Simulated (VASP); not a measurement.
Input for VASP

INCAR:
```
SYSTEM = CdI2
PREC = Accurate
ENCUT = 400
EDIFF = 1E-6
NELM = 100
ALGO = Normal
LREAL = .FALSE.
LASPH = .TRUE.
ISMEAR = 0
SIGMA = 0.05
GGA = PS
LMAXMIX = 4
LWAVE = .FALSE.
LCHARG = .FALSE.
IBRION = 2
ISIF = 3
NSW = 60
EDIFFG = -0.02
```

KPOINTS:
```
Automatic
0
G
 6 6 6
```

**POSCAR**
```
CdI2
1.0
  2.1195024455   1.2236952153   6.8443358255
 -2.1195024455   1.2236952153   6.8443358255
  0.0000000000  -2.4473904306   6.8443358255
Cd I
1 2
Cartesian
  0.0000000000   0.0000000000  20.5330074765
  0.0000000000   0.0000000000   5.1486868101
  0.0000000000   0.0000000000  15.3843206664
```

POTCAR, in this order: Cd I (PBE.64 set). Program: vasp_std.

Question: Translate this PBEsol calculation to Quantum ESPRESSO's pw.x.

Answer: One equivalent input (not run):
```
&CONTROL
  calculation = 'vc-relax'
  pseudo_dir = './pseudo'
  outdir = './out'
  tprnfor = .true.
  tstress = .true.
  nstep = 60
  forc_conv_thr = 0.00078
/
&SYSTEM
  ibrav = 0
  nat = 3
  ntyp = 2
  ecutwfc = 102
  occupations = 'smearing'
  smearing = 'gaussian'
  degauss = 0.003675
  input_dft = 'pbesol'
/
&ELECTRONS
  conv_thr = 7.3e-08
  electron_maxstep = 100
/
&IONS
/
&CELL
/
ATOMIC_SPECIES
  Cd 112.414 Cd.upf
  I 126.904 I.upf
CELL_PARAMETERS angstrom
     2.1195024    1.2236952    6.8443358
    -2.1195024    1.2236952    6.8443358
    -0.0000000   -2.4473904    6.8443358
ATOMIC_POSITIONS crystal
  Cd   1.0000000  1.0000000  1.0000000
  I    0.2507517  0.2507517  0.2507517
  I    0.7492483  0.7492483  0.7492483
K_POINTS automatic
  6 6 6 0 0 0
```
What does not carry over: the potentials are each code's own (VASP's PAW set, PseudoDojo norm-conserving files in pw.x), so ENCUT and ecutwfc are chosen apart and not converted; conv_thr bounds pw.x's estimated SCF error, while EDIFF bounds the energy change between steps; forc_conv_thr acts on force components and is met together with etot_conv_thr.

The structure was generated: CdI2 was put into the CdCl2 type (R-3m), which need not be its known phase. This run relaxes it. Symmetry was kept, so distortions that lower it aren't found. The start is the result of an earlier pass.
